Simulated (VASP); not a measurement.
An input for Quantum ESPRESSO's pw.x (written as the equivalent of a VASP run, and not itself run):

```
&CONTROL
  calculation = 'vc-relax'
  pseudo_dir = './pseudo'
  outdir = './out'
  tprnfor = .true.
  tstress = .true.
  nstep = 30
  forc_conv_thr = 0.00039
/
&SYSTEM
  ibrav = 0
  nat = 4
  ntyp = 2
  ecutwfc = 82
  occupations = 'smearing'
  smearing = 'gaussian'
  degauss = 0.003675
  input_dft = 'vdw-df-cx'
/
&ELECTRONS
  conv_thr = 7.3e-09
  electron_maxstep = 100
/
&IONS
/
&CELL
  cell_dofree = 'shape'
/
ATOMIC_SPECIES
  Ag 107.868 Ag.upf
  I 126.904 I.upf
CELL_PARAMETERS angstrom
     2.3149435   -4.0096001    0.0000000
     2.3149435    4.0096001    0.0000000
     0.0000000    0.0000000    7.5659269
ATOMIC_POSITIONS crystal
  Ag   0.6666670  0.3333330  0.5000723
  Ag   0.3333330  0.6666670  0.0000723
  I    0.6666670  0.3333330  0.8749277
  I    0.3333330  0.6666670  0.3749277
K_POINTS automatic
  6 6 3 0 0 0
```

### Question
Write the VASP files for the same calculation (vdW-DF-cx).

### Answer
Several could match; the one computed here: 
### KPOINTS
```
K-points
0
Gamma
 6 6 3
0 0 0
```

INCAR:
```
SYSTEM = AgI
PREC = Accurate
ENCUT = 520
EDIFF = 1E-7
NELM = 100
ALGO = Normal
LREAL = .FALSE.
LASPH = .TRUE.
ISMEAR = 0
SIGMA = 0.05
GGA = CX
LUSE_VDW = .TRUE.
AGGAC = 0.0
LMAXMIX = 4
LWAVE = .FALSE.
LCHARG = .FALSE.
ISIF = 4
IBRION = 2
NSW = 30
EDIFFG = -0.01
```

POSCAR:
```
AgI
1
    2.3149434849    -4.0096001316     0.0000000000
    2.3149434849     4.0096001316     0.0000000000
    0.0000000000     0.0000000000     7.5659268514
Ag I
2 2
Direct
  0.6666670000   0.3333330000   0.5000722974
  0.3333330000   0.6666670000   0.0000722974
  0.6666670000   0.3333330000   0.8749277026
  0.3333330000   0.6666670000   0.3749277026
```

POTCAR, in this order: Ag I (PBE.64 set). Program: vasp_std.

The two are equivalent in intent, not identical: the potentials are each code's own (VASP's PAW set, PseudoDojo norm-conserving files in pw.x), so ENCUT and ecutwfc are chosen apart and not converted; conv_thr bounds pw.x's estimated SCF error, while EDIFF bounds the energy change between steps; forc_conv_thr acts on force components and is met together with etot_conv_thr.

The compound is AgI in the wurtzite structure. This cell is one point of a volume scan, at 1.03 of the reference volume.
